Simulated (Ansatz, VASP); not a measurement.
# Two plane-wave programs on Sr2B2C

```
Sr B C
1.0
     4.56998    0.00000    0.00000
     0.00000    4.56998    0.00000
     0.00000    0.00000    6.63389
Sr B C
2 2 1
Direct
  0.00000 0.00000 0.00000
  0.00000 0.00000 0.50000
  0.50000 0.00000 0.00000
  0.00000 0.50000 0.00000
  0.50000 0.50000 0.00000
```

Alike in both runs: functional PBE; k mesh 8 × 8 × 6; occupations gaussian, width 0.1 eV; no spin polarisation.

Ansatz relaxed the structure, and its values are those at the end. VASP's run is a single point on that final structure, the one shown.

|  | VASP | Ansatz |
| --- | --- | --- |
| version | VASP 6.6.1 | Ansatz 0.2.0 |
| potentials or method | VASP PAW PBE potentials, release 64 (Sr_sv, B, C) | scalar-relativistic, plane waves, PAW |
| plane-wave cutoff (eV) | 520 | 420 |
| valence electrons in the cell | 30 | 30 |

```tsv
	VASP	Ansatz	Ansatz less VASP
gap on the k mesh at the Fermi level (eV)	none	none	-
pressure (GPa)	0.1	0.0	-0.13
```

A gap of «none» marks a metal or a gap that the smearing closes.
